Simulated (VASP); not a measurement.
A run of VASP 6.6.1:

The input INCAR:

```
  PREC = Accurate
  ENCUT = 600
  EDIFF = 1E-6
  ISMEAR = 0
  SIGMA = 0.1
  LREAL = F
  LASPH = T
  NELM = 100
  ALGO = Normal
  ISIF = 3
  LWAVE = F
  LCHARG = F
  GGA = PE
  IBRION = 2
  NSW = 100
  EDIFFG = -0.05
```

File KPOINTS:

```
Automatic mesh
0
Gamma
  8 8 8
```

Contents of POSCAR:

```
HfB
1.0
    0.0000000000      2.3100000000      2.3100000000
    2.3100000000      0.0000000000      2.3100000000
    2.3100000000      2.3100000000      0.0000000000
Hf B
1 1
Direct
    0.5000000000      0.5000000000      0.5000000000
    0.0000000000      0.0000000000      0.0000000000
```

Potentials or basis: VASP PAW PBE potentials, release 64 (Hf_pv, B).

The run is started by

```console
$ cat potpaw_PBE.64/Hf_pv/POTCAR potpaw_PBE.64/B/POTCAR > POTCAR
$ mpirun -np 1 vasp_std > vasp.out
```

Hardware: 1 thread of AMD EPYC 7571 (shared host).

Estimate the wall time of this run.

Wall time 58 s on 1 thread of AMD EPYC 7571, with other jobs on the host, peak memory 0.13 GiB. Counts: scf iterations 39, k points 29, ion steps 4.
